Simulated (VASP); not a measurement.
Consider the following.

```
HgTe
1.0
    0.00000     3.25137     3.25137
    3.25137     0.00000     3.25137
    3.25137     3.25137     0.00000
Hg Te
1 1
Direct
  0.00000   0.00000   0.00000
  0.25000   0.25000   0.25000
```

These are MS2 meta-GGA, VASP's PBE PAW potentials (set 64) (plane waves; VASP) values and carry that method's errors. Run with 520 eV cut-off, 11×11×11 Γ-centred mesh, tetrahedra with Blöchl corrections, potentials Hg Te.

Problem. Give the energies of bands 3 to 12 at the high-symmetry points, in eV from the Fermi level.

Solution. 
```
band      Γ      X      U      L      W
----  -----  -----  -----  -----  -----
3     -7.31  -6.97  -7.03  -7.19  -7.04
4     -7.31  -6.97  -6.90  -6.77  -6.84
5     -6.79  -6.73  -6.76  -6.77  -6.83
6     -6.79  -6.34  -6.25  -6.48  -6.18
7     -0.65  -5.37  -5.39  -5.42  -5.45
8      0.00  -2.24  -2.89  -0.97  -2.63
9      0.00  -2.24  -1.86  -0.97  -2.53
10     0.00   1.91   2.26   0.75   3.16
11     4.23   2.46   4.02   5.02   4.59
12     4.23   8.16   6.98   5.02   5.29
```

It has no gap at this level: it comes out as a metal or semimetal.

The compound is HgTe in the zinc blende structure. It was relaxed first.
